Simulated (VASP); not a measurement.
VASP runs on Bi (space group I4_1/amd) share one base input (PBE GGA, plane waves, VASP's PBE PAW potentials (set 64)) and change the settings named in each case.

POSCAR:
```
Bi
1
   -3.1277650000     3.1277650000     1.7065460000
    3.1277650000    -3.1277650000     1.7065460000
    3.1277650000     3.1277650000    -1.7065460000
Bi
2
Direct
  0.7500000000   0.2500000000   0.5000000000
  0.0000000000   0.0000000000   0.0000000000
```

KPOINTS:
```
kpoints
0
gamma
  7 7 7
0 0 0
```

### INCAR
```
# general
SYSTEM  = Bi
PREC    = Accurate
ENCUT   = 300
LREAL   = .FALSE.
LASPH   = .TRUE.

# electronic loop
EDIFF   = 1E-6
NELM    = 100
ALGO    = Normal
LMAXMIX = 4

# smearing
ISMEAR  = 0
SIGMA   = 0.136

# functional
GGA     = PE

# ions
ISIF    = 2

# output
LWAVE   = .FALSE.
LCHARG  = .FALSE.
```

POTCAR, in this order: Bi_d (PBE.64 set). Program: vasp_std.

```csv
change,E(σ→0) (eV/atom),pressure (GPa),−TS (eV)
base run,-3.8363,0.64,-0.0157
GGA = PS,-4.2724,?,?
"GGA_COMPAT = .FALSE., LNONCOLLINEAR = .TRUE., LSORBIT = .TRUE., MAGMOM = 0.0 0.0 0.0 0.0 0.0 0.0, program vasp_ncl",-4.6303,?,?
KPOINTS 2×2×2 Γ-centred mesh,-4.1668,-0.64,0.0000
```

Problem. Some entries are withheld; supply them.

Solution. 
- GGA = PS, pressure (GPa): -1.94
- GGA = PS, −TS (eV): -0.0158
- GGA_COMPAT = .FALSE., LNONCOLLINEAR = .TRUE., LSORBIT = .TRUE., MAGMOM = 0.0 0.0 0.0 0.0 0.0 0.0, program vasp_ncl, pressure (GPa): 1.48
- GGA_COMPAT = .FALSE., LNONCOLLINEAR = .TRUE., LSORBIT = .TRUE., MAGMOM = 0.0 0.0 0.0 0.0 0.0 0.0, program vasp_ncl, −TS (eV): -0.0160

Energies of different potentials or functionals have different zeros.  Unless said otherwise, spin-orbit coupling is left out, though it shifts the bands of the heavy elements here. At 300 eV the pressure can carry a Pulay error.

Left out are runs that ran out of time, are held back, or changed the cell or the kind of run, fixed moments of cells without a moment, rows past the twelfth, gaps on odd meshes, pressures of charged cells and columns that move by less than the noise.

The structure was generated: Bi was put into an ordered model structure, which need not be its known phase. The cell was not relaxed at this level.
